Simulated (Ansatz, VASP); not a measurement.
## Two plane-wave programs on MnZn

```xyz
2
Lattice="3.0700 0.0000 0.0000 0.0000 3.0700 0.0000 0.0000 0.0000 3.0700" Properties=species:S:1:pos:R:3 pbc="T T T"
Mn    0.0000    0.0000    0.0000
Zn    1.5350    1.5350    1.5350
```

Alike in both runs: task single point; functional LDA; k mesh 6 × 6 × 6; occupations gaussian, width 0.1 eV; collinear spin.

|  | VASP | Ansatz |
| --- | --- | --- |
| version | VASP 6.6.1 | Ansatz 0.2.0 |
| potentials or method | VASP PAW LDA potentials, release 64 (Mn_pv, Zn) | scalar-relativistic, plane waves, PAW |
| plane-wave cutoff (eV) | 520 | 420 |
| valence electrons in the cell | 25 | 27 |

|  | VASP | Ansatz | Ansatz less VASP |
| --- | --- | --- | --- |
| gap on the k mesh at the Fermi level (eV) | none | none | - |
| pressure (GPa) | -16.8 | -16.1 | +0.67 |
| net moment per atom (μB) | 1.53 | 1.58 | +0.048 |
| size of the moment on the site where the two differ most (μB) | 3.04 | 3.14 | +0.092 |

Site moments also hang on the region over which each program counts them. A gap of «none» marks a metal or a gap that the smearing closes. The two sets of potentials don't hold the same shells in valence.

Caveats: so large a pressure means that the cell lies far from this level's equilibrium, or that cutoff or potentials fall short (VASP).
